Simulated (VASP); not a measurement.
Input of a VASP 6.6.1 run:

File INCAR:

```
  PREC = Accurate
  ENCUT = 520
  EDIFF = 1E-6
  ISMEAR = -1
  SIGMA = 0.02
  LREAL = Auto
  LASPH = True
  NELM = 60
  ALGO = Fast
  ISIF = 2
  LWAVE = False
  LCHARG = False
  GGA = PE
  IVDW = 12
  NBANDS = 98
```

File KPOINTS:

```
Automatic mesh
0
Gamma
  1 1 1
```

POSCAR

```
H2CO2
1.0
    8.2150030000      0.0000000000      0.0000000000
    0.0000000000      8.2150030000      0.0000000000
    0.0000000000      0.0000000000      8.2150030000
O C H
16 8 16
Direct
    0.8516734565      0.7062322436      0.5154715099
    1.0416186093      0.8141323868      0.6786120468
    0.8038463285      0.2307607191      0.2350577352
    0.6479121188      0.0280949380      0.3064758467
    0.1363480938      0.3954106894      0.7918804168
    0.3600485599      0.3083991570      0.9428237579
    0.6109431731      0.5392085675      0.8045158352
    0.7379059995      0.3356419955      0.6566522252
   -0.0267437516      0.9251000882      0.1005964331
    0.2129031481      0.7905900947      0.1277053703
    0.3067558222      0.9243575444      0.5284599409
    0.4258549875      0.6818621977      0.5860375218
    0.5519535416      0.5484721065      0.1939743662
    0.7969078039      0.6576503989      0.1149725691
    0.0315642003      0.4896650677      0.3697746672
    0.2387095902      0.3021301392      0.3097259977
    0.9063538991      0.8025803521      0.6324525992
    0.7045036989      0.1643699948      0.3466949434
    0.2625318579      0.4134265076      0.9056357009
    0.7307727094      0.4215092800      0.7827994707
    0.1310529041      0.9228846295      0.1199634376
    0.4339134143      0.8215213068      0.5439803248
    0.6533777285      0.6809857525      0.1484600797
    0.1954959724      0.4477174263      0.3257332955
    0.9445036113      0.6503345160      0.4729395717
    0.8094823581      0.8552887930      0.6987215951
    0.8421542877      0.1447717061      0.1612780908
    0.6647349977      0.2616919312      0.4262080002
    0.1278392716      0.2863784712      0.7575408067
    0.2462932759      0.5454532396      0.9339132317
    0.5298963372      0.5759827477      0.6998658430
    0.7939741471      0.4173826839      0.8922699115
   -0.0647717353      0.8148871035      0.1121971593
    0.1809128980      1.0446009575      0.1066828582
    0.2145343100      0.8560069911      0.5700302240
    0.5528665053      0.8765547621      0.5194642047
    0.5808884062      0.4472426851      0.1507242298
    0.5971513340      0.8015334870      0.1528423057
   -0.0371758842      0.4000363725      0.3659037008
    0.2699572964      0.5606327837      0.3046986106
```

Potentials or basis: VASP PAW PBE potentials, release 64 (O, C, H).

Run with:

```bash
$ cat potpaw_PBE.64/O/POTCAR potpaw_PBE.64/C/POTCAR potpaw_PBE.64/H/POTCAR > POTCAR
$ mpirun -np 1 vasp_gam > vasp.out
```

(1) Estimate the dispersion energy per atom.

(2) Estimate the pressure.

(3) Predict the band gap on the k mesh.

(4) What does it give for the largest force?

## Answers

(1) -0.041 eV.

(2) -0.3 GPa.

(3) 4.11 eV, direct.

(4) 5.898 eV/Å.

Caveat: the standard files for N, O and F lose accuracy on very short bonds.
